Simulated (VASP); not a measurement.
Consider the following.

```yaml
crystal:
  lattice:
    - [4.54264, 0.00000, 0.00000]
    - [0.00000, 4.54264, 0.00000]
    - [0.00000, 0.00000, 3.18668]
  atoms:
    - { symbol: Ir, position: [0.00000, 0.00000, 0.00000] }
    - { symbol: Ir, position: [0.50000, 0.50000, 0.50000] }
    - { symbol: O, position: [0.30830, 0.30830, 0.00000] }
    - { symbol: O, position: [0.80830, 0.19170, 0.50000] }
    - { symbol: O, position: [0.19170, 0.80830, 0.50000] }
    - { symbol: O, position: [0.69170, 0.69170, 0.00000] }
```

The numbers are results of PBE GGA with spin-orbit coupling, VASP's PBE PAW potentials (set 64) (plane waves; VASP), not measurements. Numerical set-up: 520 eV cut-off, 6×6×9 Γ-centred mesh, Gaussian smearing of 0.050 eV, potentials Ir O.

### Question
Give the energies of bands 35 to 48 at the high-symmetry points, in eV from the Fermi level.

### Answer

```
band      Γ      X      M      Z      R      A
----  -----  -----  -----  -----  -----  -----
35    -2.48  -1.73  -2.75  -1.96  -2.81  -1.91
36    -2.48  -1.73  -2.75  -1.96  -2.81  -1.91
37    -2.20  -1.33  -2.12  -0.76  -1.96  -1.22
38    -2.20  -1.33  -2.12  -0.76  -1.96  -1.22
39    -2.16  -1.33  -2.12  -0.76  -1.63  -1.22
40    -2.16  -1.33  -2.12  -0.76  -1.63  -1.22
41    -1.81  -0.21   0.21   0.29   0.32  -0.40
42    -1.81  -0.21   0.21   0.29   0.32  -0.40
43     0.73  -0.21   0.21   0.29   0.65  -0.40
44     0.73  -0.21   0.21   0.29   0.65  -0.40
45     1.22   3.35   2.35   2.22   1.12   2.20
46     1.22   3.35   2.35   2.22   1.12   2.20
47     3.82   3.35   2.35   2.22   1.17   2.20
48     3.83   3.36   2.35   2.22   1.17   2.20
```

It has no gap at this level: it comes out as a metal or semimetal.

The compound is IrO2 in the rutile structure. It was relaxed first.
